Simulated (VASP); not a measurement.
Be3Te2Se, 6 atoms in the cell. Symmetry: Imm2, No. 44, orthorhombic system. Conventional cell: a = 3.900 Å, b = 11.688 Å, c = 5.501 Å, α = 90.00°, β = 90.00°, γ = 90.00°. Be (site symmetry m) is surrounded by 1 Se at 2.25 Å and 3 Te at 2.43 to 2.46 Å. Around Be (site symmetry mm2) lie 2 Se at 2.31 Å and 2 Te at 2.45 Å. Te (site symmetry m) has 4 Be at 2.43 to 2.46 Å as nearest neighbours. Around Se (site symmetry mm2) lie 4 Be at 2.25 to 2.31 Å. The cell was built by a generator and needn't be a form met in nature.

```yaml
Program: VASP 6.6.1
Task: relaxation of cell and atoms
Functional: PBE
Potentials_or_basis: VASP PAW PBE potentials, release 64 (Be, Te, Se)
Cutoff: 520 eV
k_mesh: 8 × 8 × 8
Occupations: gaussian, width 0.03 eV
Spin: no spin polarisation
Further_INCAR_settings: ALGO = Normal; EDIFF = 1e-07; IBRION = 2; POTIM = 0.3; EDIFFG = -0.005; NSW = 60; ISIF = 3
```

Potentials or basis: VASP PAW PBE potentials, release 64 (Be, Te, Se).

The run is started by

```sh
$ cat potpaw_PBE.64/Be/POTCAR potpaw_PBE.64/Te/POTCAR potpaw_PBE.64/Se/POTCAR > POTCAR
$ mpirun -np 8 vasp_std > vasp.out
```

Hardware: 8 MPI ranks on Intel(R) Xeon(R) Platinum 8559C (Emerald Rapids), on a shared host.

Task: How long does it take, and how much memory?

Result: It took 90 s on 8 MPI ranks on Intel(R) Xeon(R) Platinum 8559C (Emerald Rapids), on a shared host, peak memory 0.52 GiB a rank. Counts: scf iterations 22, k points 95, ion steps 3.
